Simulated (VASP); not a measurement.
An input for Ansatz (written as the equivalent of a VASP run, and not itself run):

Ansatz 0.2 input:
```yaml
crystal:
  lattice:
    - [1.6376873, -5.0835981, 0.0000000]
    - [1.6376873, 5.0835981, 0.0000000]
    - [0.0000000, 0.0000000, 4.3201109]
  atoms:
    - { symbol: Hf, position: [0.8574559, 0.1425441, 0.7500000] }
    - { symbol: Hf, position: [0.1425441, 0.8574559, 0.2500000] }
    - { symbol: Pd, position: [0.5890525, 0.4109475, 0.7500000] }
    - { symbol: Pd, position: [0.4109475, 0.5890525, 0.2500000] }
kpoints:
  mp_grid: { grid: [9, 9, 7] }
hamiltonian:
  xc: pbesol
  pseudopotentials: { kind: paw }
scf:
  occupations: { method: methfessel_paxton, width: 0.1 }
  max_iter: 100
relax:
  max_steps: 60
  f_tol: 0.02
  cell: {}
output: { forces: true, stress: true, eigenvalues: true }
```

Q: Write the VASP files for the same calculation (PBEsol).

A: One answer among several that fit: 
### KPOINTS
```
Automatic mesh
0
Gamma
9 9 7
0 0 0
```

INCAR:
```
! general
SYSTEM =HfPd
PREC   =Accurate
ENCUT  =400
LREAL  =.FALSE.   ! projection in real space or not
LASPH  =.TRUE.

! electronic loop
EDIFF  =1E-6   ! SCF stop (eV)
NELM   =100   ! most electronic steps
ALGO   =Normal   ! blocked Davidson
LMAXMIX=6   ! l cut-off of mixed one-centre charges

! smearing
ISMEAR =1   ! Methfessel-Paxton
SIGMA  =0.1

! functional
GGA    =PS   ! PBEsol

! ions
IBRION =2   ! conjugate gradients
NSW    =60   ! most ionic steps
ISIF   =3
EDIFFG =-0.02   ! ionic stop

! output
LWAVE  =.FALSE.
LCHARG =.FALSE.
```

### POSCAR
```
HfPd
1.0
  1.6376873422  -5.0835981233   0.0000000000
  1.6376873422   5.0835981233   0.0000000000
  0.0000000000   0.0000000000   4.3201108576
Hf Pd
2 2
Cart
  1.6376873422  -3.6343239767   3.2400831432
  1.6376873422   3.6343239767   1.0800277144
  1.6376873422  -0.9054146088   3.2400831432
  1.6376873422   0.9054146088   1.0800277144
```

POTCAR, in this order: Hf_pv Pd (PBE.64 set). Program: vasp_std.

Limits of the translation: each code has its own PAW files, so the cut-off isn't converted (ENCUT is set for VASP's; basis.ecutwfc is left out, and Ansatz then takes the one that its files recommend); Ansatz stops its SCF on the density residual and VASP on the energy change (EDIFF).

The structure comes from a computed database's HfPd entry (Cmcm); how it stands against other phases isn't given here. This run relaxes it. Symmetry was kept, so distortions that lower it aren't found. The start is the result of an earlier pass.
